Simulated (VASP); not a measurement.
HfO2 (fluorite) relaxed at rising pressure, in one space group throughout; other phases were not tried. The pressures are those reached. Computed with PBE GGA, VASP's PBE PAW potentials (set 64) (plane waves; VASP 6.6.1).

| P (GPa) | V (Å³/atom) | k-mesh |
|---|---|---|
| 0.01 | 10.863 | 8×8×8 |
| 4.97 | 10.660 | 8×8×8 |
| 9.98 | 10.474 | 8×8×8 |
| 19.81 | 10.152 | 8×8×8 |
| 29.78 | 9.870 | 8×8×8 |

Q: Fit an equation of state and predict the volume at 44.96 GPa.

A: Least squares on the third-order Birch-Murnaghan form, P = (3B0/2)(y⁷ − y⁵)[1 + (3/4)(B′ − 4)(y² − 1)] with y = (V0/V)^(1/3), gives V0 = 10.863 Å³/atom, B0 = 253 GPa and B′ = 4.3, and so 9.505 Å³/atom. The run gave 9.504 Å³/atom, -0.0 % from the fit.

Pressures at which the relaxation failed are left out.

The compound is HfO2 in the fluorite structure, the high-temperature cubic form, which is unstable at 0 K; the monoclinic form is the stable one.
